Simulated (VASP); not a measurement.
Input:

```
ZrC
1.0
    0.00000     2.33600     2.33600
    2.33600     0.00000     2.33600
    2.33600     2.33600     0.00000
Zr C
1 1
Direct
  0.00000   0.00000   0.00000
  0.50000   0.50000   0.50000
```

These are PBEsol GGA, VASP's PBE PAW potentials (set 64) (plane waves; VASP) values and carry that method's errors. Run with 600 eV cut-off, 12×12×12 Γ-centred mesh, first-order Methfessel-Paxton smearing of 0.10 eV, potentials Zr_sv C.

Stress in GPa, positive for a compressed cell; the cube axes lie along x, y and z, and the ions stay on their sites.

```
strain                                      σxx    σyy    σzz
----------------------------------------  -----  -----  -----
none                                      -0.10  -0.10  -0.10
εyy = +1.5 %                              -1.67  -6.89  -1.67
εxx = -1.0 %, εzz = -1.0 %                 6.21   2.15   6.21
εxx = -1.0 %, εyy = -1.0 %, εzz = -1.0 %   7.42   7.42   7.42
εxx = +0.5 %                              -2.46  -0.65  -0.65
```

Problem. Fit C11 and C12 to these rows, and predict the stress for εxx = -3.0 %.

Solution. Least squares on Δσ_i = −C11 ε_i − C12 (ε_j + ε_k) over all components shown gives C11 = 489 GPa and C12 = 123 GPa, and so σxx, σyy, σzz = 14.57, 3.60, 3.60 GPa. The run gave 17.07, 3.32, 3.32 GPa; the difference holds the non-linear terms and numerical noise.

Left out are shears, moved atoms, failed runs and, from the fit, strains over 2.5 %.

The compound is ZrC in the rock salt structure.
